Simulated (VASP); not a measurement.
```
MgB2
1.0
    3.01284     0.00000     0.00000
   -1.50642     2.60919     0.00000
    0.00000     0.00000     3.46348
Mg B
1 2
Direct
  0.00000   0.00000   0.00000
  0.66667   0.33333   0.50000
  0.33333   0.66667   0.50000
```

Computed with LDA (Ceperley-Alder, Perdew-Zunger), VASP's LDA PAW potentials (set 64) (plane waves; VASP). Settings: 200 eV cut-off, 4×4×4 Γ-centred mesh, first-order Methfessel-Paxton smearing of 0.20 eV, potentials Mg B.

At this cut-off the stress carries a Pulay error, which pulls relaxed volumes low.  Energy and stress use the plane-wave basis of the starting cell.

**Question.** The ions, cell shape and volume are relaxed. What does this cell relax into?

**Answer.** 
```
MgB2
1.0
    2.97459     0.00000     0.00000
   -1.48730     2.57607     0.00000
    0.00000     0.00000     3.37529
Mg B
1 2
Direct
  0.00000   0.00000   0.00000
  0.66667   0.33333   0.50000
  0.33333   0.66667   0.50000
```
Space group P6/mmm (191), at a tolerance of 0.03 Å.

**Question.** How do energy and volume change from the first to the last step?

**Answer.** The energy (σ→0) changes by -14.5 meV/atom and the volume by -5.0 %, in 5 ionic steps.

The structure comes from a computed database's MgB2 entry; how it stands against other phases isn't given here. This run relaxes it. Symmetry was kept, so distortions that lower it aren't found. The k-mesh is coarse (spacing up to 0.61 per Å, 2π included), so the numbers may not be converged in it. The run is one of a series of settings (EDIFFG = -0.01, ENCUT = 200, GGA removed, IBRION = 2, ISIF = 3, ISMEAR = 1, NSW = 50, SIGMA = 0.2, KPOINTS 4×4×4 Γ-centred mesh, POTCAR Mg B (LDA.64 set) against the base run), some of them coarse on purpose.
